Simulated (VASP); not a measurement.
Level of theory: PBEsol GGA, VASP's PBE PAW potentials (set 64) (plane waves; VASP).

A VASP calculation is set up with these files.

KPOINTS:
```
Automatic mesh
0
Gamma
7 7 7
0 0 0
```

### INCAR
```
ENCUT = 650   ! plane-wave cut-off (eV)
IBRION = 6   ! finite differences
SIGMA = 0.05
NSW = 1
NFREE = 2
EDIFF = 1E-7
GGA = PS   ! PBEsol
ALGO = Normal   ! blocked Davidson
ISIF = 3   ! ions, shape and volume
LWAVE = .FALSE.
LMAXMIX = 4
PREC = Accurate
NELM = 100   ! most electronic steps
SYSTEM = PbF2
POTIM = 0.015   ! step
LREAL = .FALSE.   ! projection in real space or not
ISMEAR = 0   ! Gaussian
LCHARG = .FALSE.
LASPH = .TRUE.
```

File POSCAR:
```
PbF2
1.0
  0.0000000000   2.9468787890   2.9468787890
  2.9468787890   0.0000000000   2.9468787890
  2.9468787890   2.9468787890   0.0000000000
Pb F
1 2
direct
  0.0000000000   0.0000000000   0.0000000000
  0.2500000000   0.2500000000   0.2500000000
  0.7500000000   0.7500000000   0.7500000000
```

POTCAR, in this order: Pb_d F (PBE.64 set). Program: vasp_std.

What VASP printed:

File OUTCAR:
```


 TOTAL ELASTIC MODULI (kBar)
 Direction    XX          YY          ZZ          XY          YZ          ZX
 --------------------------------------------------------------------------------
 XX        1131.1396    588.8700    588.8700      0.0000      0.0000      0.0000
 YY         588.8700   1131.1396    588.8700      0.0000      0.0000     -0.0000
 ZZ         588.8700    588.8700   1131.1396     -0.0000      0.0000      0.0000
 XY           0.0000      0.0000     -0.0000    224.7537      0.0000     -0.0000
 YZ           0.0000      0.0000      0.0000      0.0000    224.7537     -0.0000
 ZX           0.0000     -0.0000      0.0000     -0.0000     -0.0000    224.7537
 --------------------------------------------------------------------------------
```
(Selected blocks of OUTCAR.)

The compound is PbF2 in the fluorite structure, the β form. It was relaxed first.
